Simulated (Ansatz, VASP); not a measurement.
## Two plane-wave programs on HfMoC2

```
CELL_PARAMETERS angstrom
3.12627 0.00000 0.00000
0.00000 3.12627 0.00000
0.00000 0.00000 4.39360
ATOMIC_POSITIONS crystal
Hf 0.00000 0.00000 0.00000
Mo 0.50000 0.50000 0.50000
C 0.50000 0.50000 0.00000
C 0.00000 0.00000 0.50000
```

Change from the starting cell: volume scaled by 0.94.

Alike in both runs: task single point; functional PBEsol; k mesh 8 × 8 × 6; occupations fermi-dirac, width 0.05 eV; no spin polarisation.

|  | VASP | Ansatz |
| --- | --- | --- |
| version | VASP 6.6.1 | Ansatz 0.2.0 |
| potentials or method | VASP PAW PBE potentials, release 64 (Hf_pv, Mo_sv, C) | Ansatz PAW |
| plane-wave cutoff (eV) | 520 | 420 |
| valence electrons in the cell | 32 | 48 |

Ansatz gave:

```
gap on the k mesh at the Fermi level (eV)       : none
pressure (GPa)                                  : 9.4
largest component of the traceless stress (GPa) : 3.15
```

Question: What did VASP give for the same quantities?

Answer: gap on the k mesh at the Fermi level (eV): none; pressure (GPa): 9.7; largest component of the traceless stress (GPa): 3.13.

A gap of «none» marks a metal or a gap that the smearing closes. The two sets of potentials don't hold the same shells in valence.

Caveats: the PAW data sets were made with another functional, which shifts forces and pressure a little (VASP); the pressure holds a Pulay correction of +0.3 GPa for the finite cutoff (Ansatz); the PAW data sets come from PBE, with cores solved anew for the run's functional, which leaves a small shift of forces and pressure (Ansatz). The runs have no spin-orbit coupling, so splittings on Hf are missing.
